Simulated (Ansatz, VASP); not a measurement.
## One calculation of Sr2Br3, two programs

```
CELL_PARAMETERS angstrom
5.96525 0.00000 0.00000
0.00000 5.96525 0.00000
0.00000 0.00000 5.96525
ATOMIC_POSITIONS crystal
Sr 0.00000 0.00000 0.00000
Sr 0.50000 0.50000 0.50000
Br 0.00000 0.50000 0.50000
Br 0.50000 0.00000 0.50000
Br 0.50000 0.50000 0.00000
```

Alike in both runs: functional PBE; k mesh 4 × 4 × 4; occupations gaussian, width 0.1 eV; no spin polarisation.

Ansatz relaxed the structure, and its values are those at the end. VASP's run is a single point on that final structure, the one shown.

|  | VASP | Ansatz |
| --- | --- | --- |
| version | VASP 6.6.1 | Ansatz 0.2.0 |
| potentials or method | VASP PAW PBE potentials, release 64 (Sr_sv, Br) | scalar-relativistic, plane waves, PAW |
| plane-wave cutoff (eV) | 520 | 420 |
| valence electrons in the cell | 41 | 41 |

```csv
,VASP,Ansatz,Ansatz less VASP
gap on the k mesh at the Fermi level (eV),none,none,-
pressure (GPa),0.0,0.0,-0.07
```

A gap of «none» marks a metal or a gap that the smearing closes. The functional is the same, so the differences come from potentials, cutoffs and numerics.

Caveats: an odd number of electrons without spin polarisation forces a metal; a magnetic or distorted state may lie lower.
